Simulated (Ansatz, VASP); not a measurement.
# Al3BPN3 in two plane-wave programs

Aim: how closely do two programs agree when they are given the same cell, functional and k mesh? The cell is generated by rule, not measured, and may not be a known phase. The cell is taken from a series of runs on this material, whose earlier steps may have relaxed, scaled, displaced or heated it; both programs get it as it stands.

Main program and level: Ansatz 0.2.0; plane waves, with VASP 6.6.1 beside it; zone-centre phonons at PBEsol.

The structure was built from a prototype and need not be the compound's stable phase.

## (1) Starting point

Symmetry: Pmm2, No. 25, orthorhombic system. The conventional cell has a = 3.025 Å, b = 3.160 Å, c = 9.128 Å, α = 90.00°, β = 90.00°, γ = 90.00°. Al has 2 N at 1.88 Å and 2 P at 2.31 Å nearest. Al has 4 N at 1.89 to 1.91 Å nearest. Al has 4 N at 1.89 to 1.90 Å nearest. Nearest to B lie 2 N at 1.73 Å and 2 P at 1.95 Å. N has 4 Al at 1.88 to 1.89 Å nearest. N has 4 Al at 1.89 to 1.91 Å nearest. Farther neighbours and most contacts between anions are not listed.

As a file:

```cif
data_structure
_symmetry_space_group_name_H-M 'P 1'
_symmetry_Int_Tables_number 1
_cell_length_a 3.1603
_cell_length_b 3.0254
_cell_length_c 9.1284
_cell_angle_alpha 90.000
_cell_angle_beta 90.000
_cell_angle_gamma 90.000
_cell_volume 87.28
loop_
_atom_site_label
_atom_site_type_symbol
_atom_site_fract_x
_atom_site_fract_y
_atom_site_fract_z
_atom_site_occupancy
Al1 Al 0.50000 0.50000 0.27988 1
Al2 Al 0.00000 0.00000 0.51589 1
Al3 Al 0.50000 0.50000 0.75596 1
B4 B 0.00000 0.00000 0.96358 1
N5 N 0.00000 0.50000 0.39224 1
N6 N 0.50000 0.00000 0.63252 1
N7 N 0.00000 0.50000 0.87128 1
P8 P 0.50000 0.00000 0.08864 1
```

## (2) Ansatz: zone-centre phonons, PBEsol

Ansatz runs on its default PAW (the set named soft_2) files.

Second derivatives magnify differences that forces hide, and they need a tight electronic threshold.

File input.yaml:

```yaml
crystal:
  lattice:
    - [2.2346791378, 2.2346791378, 0.0]
    - [-2.1392978811, 2.1392978811, 0.0]
    - [0.0, 0.0, 9.1284371173]
  atoms:
    - { symbol: Al, position: [0.5, 0.5, 0.2798809581] }
    - { symbol: Al, position: [0.0, 0.0, 0.5158882914] }
    - { symbol: Al, position: [0.5, 0.5, 0.7559599116] }
    - { symbol: B, position: [0.0, 0.0, -0.0364157071] }
    - { symbol: "N", position: [0.0, 0.5, 0.3922441351] }
    - { symbol: "N", position: [0.5, 1.0, 0.6325158272] }
    - { symbol: "N", position: [0.0, 0.5, 0.8712833514] }
    - { symbol: P, position: [0.5, 1.0, 0.0886432325] }
kpoints:
  mp_grid: { grid: [12, 12, 4] }
hamiltonian:
  xc: pbesol
scf:
  occupations: { method: methfessel_paxton, width: 0.15 }
output:
  eigenvalues: true
phonons:
  method: dfpt
```

The run is started by

```bash
$ ansatz run input.yaml --threads 8 --pin off --max-ram 14336MiB --backend cpu --events-out ev --progress --plain --runs-dir out
```

Numbers of over 12 decimals in the logs are rounded to 6 here.

The log of the run:

```text
zone centre: on kpoints.mp_grid the ground state, and the responses unless they are solved on pairs of k-points, stand on 222 of the mesh's 576 k-points, reduced under 2 symmetry operations, with k and −k counted as one. Each operation leaves every solved displacement unchanged or reverses it
Engine: ansatz 0.2.0, aarch64-unknown-linux-gnu
Pseudopotentials: kind: paw
Pseudopotential: Al, paw, valence charge 3, recommended cutoff 420 eV (normal), Al.paw.azcp
Pseudopotential: B, paw, valence charge 3, recommended cutoff 420 eV (normal), B.paw.azcp
Pseudopotential: N, paw, valence charge 5, recommended cutoff 420 eV (normal), N.paw.azcp
Pseudopotential: P, paw, valence charge 5, recommended cutoff 420 eV (normal), P.paw.azcp
Functional definition: PBEsol
  exchange = pbesol_x
  correlation = pbesol_c
Crystal: 8 atoms, lattice volume = 87.280 Å³
Basis set: ecut = 420 eV, 1691 PW (Γ), exchange–correlation on 48×48×128 points (8 copies of the dense FFT grid, shifted against one another)
Bands: 24, of which v1, the nominal top of the filled ones, is band 16 counted from 1 (15 counted from 0)
Symmetry: 4 space group operations
k-points: 222 of 576 (irreducible under 2 space group operations, time reversal used)
Non-local potential: Al, projectors of the file, l = 0: 2, l = 1: 2, l = 2: 1
Non-local potential: B, projectors of the file, l = 0: 2, l = 1: 2, l = 2: 1
Non-local potential: N, projectors of the file, l = 0: 2, l = 1: 2, l = 2: 1
Non-local potential: P, projectors of the file, l = 0: 2, l = 1: 2, l = 2: 2
PAW form: soft (Blöchl's): semilocal exchange-correlation on the pseudo side does not see the compensation charge
PAW frozen core: Al, regenerated for the run's functional, and the local potential with it (the file was generated under x = pbe(κ = 0.804, μ = 0.219515), c = pbe(β = 0.066725))
PAW frozen core: B, regenerated for the run's functional, and the local potential with it (the file was generated under x = pbe(κ = 0.804, μ = 0.219515), c = pbe(β = 0.066725))
PAW frozen core: N, regenerated for the run's functional, and the local potential with it (the file was generated under x = pbe(κ = 0.804, μ = 0.219515), c = pbe(β = 0.066725))
PAW frozen core: P, regenerated for the run's functional, and the local potential with it (the file was generated under x = pbe(κ = 0.804, μ = 0.219515), c = pbe(β = 0.066725))
PAW one-centre angular grid: Al, 110 points (default); XC on 64 Gauss nodes
PAW one-centre angular grid: B, 110 points (default); XC on 64 Gauss nodes
PAW one-centre angular grid: N, 110 points (default); XC on 64 Gauss nodes
PAW one-centre angular grid: P, 110 points (default); XC on 64 Gauss nodes
Initial density: superposition of atomic densities (neutral atoms: chi_scale 0, normalization atom), corrected by the library's trained network
Initial wavefunctions: pseudopotential atomic-orbital guess
Functional: x = pbesol(κ = 0.804, μ = 0.123457), c = pbesol(β = 0.046)
SCF iter   1: F=—  HF=-3608.982984 eV  |F-HF|=—  |Δ(HF+E_count)|=         —  Δρ=1.13e-2  dr2=1.86e-1  ethr=1.77e-3  ⟨swp⟩=7.7  Hψ=32467  notcnv=0
preconditioner: auto → Kerker (q_TF=auto, 2.308 Å⁻¹)  [metal: Δε(μ)=0.080 eV  Ē_g=11.901 eV  σ=0.150 eV  W_gap=0.40  n_scr=18 (ndim 8)  ℏωp=22.5 eV  f_vac=0.000  D(μ)=0.71/eV (n_scr^D=2)]
SCF iter   2: F=—  HF=-3608.945956 eV  |F-HF|=—  |Δ(HF+E_count)|=   3.70e-2  S|Δr|=    0.00e0  Δρ=3.51e-3  dr2=3.50e-2  ethr=5.81e-4  ⟨swp⟩=1.2  Hψ=7574  notcnv=0  defer=6
SCF iter   3: F=—  HF=-3608.940737 eV  |F-HF|=—  |Δ(HF+E_count)|=   5.22e-3  S|Δr|=    0.00e0  Δρ=1.73e-3  dr2=1.27e-2  ethr=1.09e-4  ⟨swp⟩=1.0  Hψ=4741  notcnv=0  defer=6
SCF iter   4: F=—  HF=-3608.938061 eV  |F-HF|=—  |Δ(HF+E_count)|=   2.68e-3  S|Δr|=    0.00e0  Δρ=5.51e-4  dr2=2.37e-3  ethr=3.96e-5  ⟨swp⟩=1.3  Hψ=5205  notcnv=0  defer=6
SCF iter   5: F=—  HF=-3608.937618 eV  |F-HF|=—  |Δ(HF+E_count)|=   4.42e-4  S|Δr|=    0.00e0  Δρ=3.93e-4  dr2=2.83e-4  ethr=7.40e-6  ⟨swp⟩=2.5  Hψ=6591  notcnv=0  defer=6
SCF iter   6: F=—  HF=-3608.937565 eV  |F-HF|=—  |Δ(HF+E_count)|=   5.34e-5  S|Δr|=    0.00e0  Δρ=2.25e-4  dr2=6.90e-5  ethr=8.85e-7  ⟨swp⟩=2.1  Hψ=7671  notcnv=0  defer=6
SCF iter   7: F=—  HF=-3608.937551 eV  |F-HF|=—  |Δ(HF+E_count)|=   1.41e-5  S|Δr|=    0.00e0  Δρ=5.09e-5  dr2=7.51e-6  ethr=2.16e-7  ⟨swp⟩=2.5  Hψ=7933  notcnv=0  defer=6
SCF iter   8: F=—  HF=-3608.937549 eV  |F-HF|=—  |Δ(HF+E_count)|=   1.44e-6  S|Δr|=    0.00e0  Δρ=1.55e-5  dr2=6.62e-7  ethr=2.35e-8  ⟨swp⟩=2.3  Hψ=7239  notcnv=0  defer=7
SCF iter   9: F=—  HF=-3608.937549 eV  |F-HF|=—  |Δ(HF+E_count)|=   2.27e-7  S|Δr|=    0.00e0  Δρ=9.57e-6  dr2=2.20e-7  ethr=2.07e-9  ⟨swp⟩=2.7  Hψ=8734  notcnv=0  defer=78
SCF iter  10: F=—  HF=-3608.937549 eV  |F-HF|=—  |Δ(HF+E_count)|=   2.78e-8  S|Δr|=    0.00e0  Δρ=5.36e-6  dr2=3.44e-8  ethr=6.87e-10  ⟨swp⟩=2.2  Hψ=7473  notcnv=0  defer=78
SCF iter  11: F=—  HF=-3608.937549 eV  |F-HF|=—  |Δ(HF+E_count)|=   7.31e-9  S|Δr|=    0.00e0  Δρ=1.63e-6  dr2=5.28e-9  ethr=1.07e-10  ⟨swp⟩=2.0  Hψ=7549  notcnv=0  defer=80
SCF iter  12: F=—  HF=-3608.937549 eV  |F-HF|=—  |Δ(HF+E_count)|=  8.59e-10  S|Δr|=    0.00e0  Δρ=6.22e-7  dr2=8.20e-10  ethr=1.65e-11  ⟨swp⟩=2.8  Hψ=8092  notcnv=0  defer=80
SCF iter  13: F=—  HF=-3608.937549 eV  |F-HF|=—  |Δ(HF+E_count)|=  1.54e-10  S|Δr|=    0.00e0  Δρ=2.10e-7  dr2=6.66e-11  ethr=2.56e-12  ⟨swp⟩=2.3  Hψ=8012  notcnv=0  defer=80
SCF iter  14: F=-3608.937549 eV  HF=-3608.937549 eV  |F-HF|=7.28e-12  |Δ(HF+E_count)|=  5.91e-12  S|Δr|=    0.00e0  Δρ=5.68e-8  dr2=9.85e-12  ethr=1.00e-12  ⟨swp⟩=11.3  Hψ=29548  notcnv=0
SCF 1 converged in 14 iterations: F = -3608.937549 eV  dr2 = 9.85e-12
  greatest PAW one-centre occupation: 0.789 electrons in one spin orbital (limit 2), on the N atom at site 4 (counted from 0), in its partial waves of l = 0
DFPT response loops at Γ: preconditioner auto → Kerker (q_TF=auto, 2.308 Å⁻¹) (partly filled bands, converged f_vac=0.000); β = 1.00, the filter's whole step (`scf.mixing.beta` (0.50) is not read by the response loops under this deck's `scf.mixing.preconditioner`; to damp them name `kerker` or `kerker_dos`, under which they read `scf.mixing.beta`, and type it under 1.00, their step now; both keys bind the ground state too); Broyden in place of MSR1
SCF converged after 14 iterations
Stability not checked: this state was not tested for a lower state beside it, because cold or Methfessel-Paxton smearing, or corrected tetrahedra, fill the levels in a way that the test cannot read (fill_not_monotonic; see scf.lower_state_search)
Free energy (F): -3608.937549 eV
Harris-Foulkes:  -3608.937549 eV  (|F-HF|=7.28e-12)
Internal energy: -3608.936515 eV  (E = F + TS)
E sigma→0 (E₀):  -3608.937291 eV
Entropy (-TS):   -0.001035 eV (-0.129 meV/atom)
Fermi energy:    10.271693 eV
Step filling:    the computed levels leave a gap of 0.0026 eV = 0.0 smearing widths at the electron count; against every level under it full and every level over it empty, smearing changes F+E_penalty+E_count by -0.678 meV and its σ→0 estimate by -0.420 meV
--- Per-component energies (eV) ---
  E_band       = 61.453107
  E_kinetic    = 592.837521
  E_local      = -799.858807  (includes V_loc(G=0)·N_el)
  E_nonlocal   = 212.869099
  E_hartree    = 277.934408
  E_xc         = -394.560566
  E_vxc        = -420.527863  (∫ρ·V_xc dr)
  E_paw        = -2362.457524  (= ΣΔE_a)
  E_vpaw       = -79.735917  (= ΣTr[D̂ρ^β])
  E_aug_tail   = 0.000279  (compensation charges beyond the density's cutoff)
  E_ewald      = -1135.903446
  E_core_change = 0.202521  (= ΣΔE_core)
  E_smearing   = -0.001035  (= −TS)
  E_closure    = -0.000000  (closes the sum)
  Σ components = -3608.937549   (vs F -3608.937549, Δ=0.00e0)
--- Band table (eV; the first three rows and the last of 222) ---
  k-point 0: bands = [... 12 lower, 6.3686, 7.3012, 8.2840, 9.2999, 10.3517, 10.9524, 11.3272, 12.8253, ... 4 higher]
  k-point 1: bands = [... 12 lower, 6.3805, 6.9108, 8.2674, 9.5669, 10.3436, 10.6864, 11.5197, 12.6886, ... 4 higher]
  k-point 2: bands = [... 12 lower, 6.3608, 6.3925, 8.2508, 10.0119, 10.2280, 10.3356, 11.7428, 12.5237, ... 4 higher]
  k-point 221: bands = [... 12 lower, 4.3178, 4.3862, 4.7566, 5.1916, 10.2607, 10.9812, 11.4942, 12.4163, ... 4 higher]
--- Phonons (Γ-DFPT): 16 representative perturbations + reference, on 222 of 576 k-points (Σ response iterations 48) ---
  k mesh reduced under 2 symmetry operations, with k and −k counted as one. Each operation leaves every solved displacement unchanged or reverses it
  ASR residual: 5.010e-5 → 0.000e0 eV/Å²; symmetrization residual: 9.081e-7 eV/Å²
  ASR residual per site (eV/Å²): 5.01e-5 4.20e-5 7.97e-6 1.42e-5 3.38e-5 4.41e-5 3.90e-5 2.45e-5
  Γ frequencies (cm⁻¹): 0.00 0.00 0.00 87.98 178.26 203.30 239.14 243.35 306.83 329.44 340.78 340.90 395.69 500.56 623.12 639.45 642.25 657.76 676.96 677.48 687.85 739.09 786.98 819.10
  non-analytic LO–TO correction: not included (Born effective charges unavailable; polar crystals: no LO–TO splitting at Γ)
```

(Part 1 of 3 ends here.)

[Lines on the potential files, build, host, timing and source positions are cut from VASP's logs without a mark.]

[Logs are printed without paths, hosts, clocks, repeated set-up lines and the standing remarks that a program may print on its own settings, such as how far it seeks lower states.]

[Hosts, paths, dates, database ids (printed as entryN), source tags and the programs' standing remarks are cut or masked in the printed files.]
